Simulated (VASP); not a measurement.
Here is the system:

```yaml
crystal:
  lattice:
    - [4.30867, 0.00000, 0.00000]
    - [0.00000, 4.30867, 0.00000]
    - [0.00000, 0.00000, 4.30867]
  atoms:
    - { symbol: Cu, position: [0.75000, 0.25000, 0.75000] }
    - { symbol: Cu, position: [0.25000, 0.75000, 0.75000] }
    - { symbol: Cu, position: [0.75000, 0.75000, 0.25000] }
    - { symbol: Cu, position: [0.25000, 0.25000, 0.25000] }
    - { symbol: O, position: [0.00000, 0.00000, 0.00000] }
    - { symbol: O, position: [0.50000, 0.50000, 0.50000] }
```

The numbers are results of modified Becke-Johnson potential (mBJ), VASP's PBE PAW potentials (set 64) (plane waves; VASP), not measurements. Run with 520 eV cut-off, 4×4×4 Γ-centred mesh, Gaussian smearing of 0.050 eV, potentials Cu O.

mBJ is a potential without an energy functional, so only the levels count.

Problem. Estimate the band gap (over mesh and band path) with the smallest direct gap where there is one.

Solution. 
| Quantity | Result |
|---|---|
| band gap (over mesh and band path) | 0.73 eV |
| smallest direct gap (over mesh and band path) | 0.73 eV |

Total energies compare only between runs with the same potentials, cut-off and functional.

The compound is Cu2O in the cuprite structure. It was relaxed first. The cell's shape comes from a PBE relaxation.
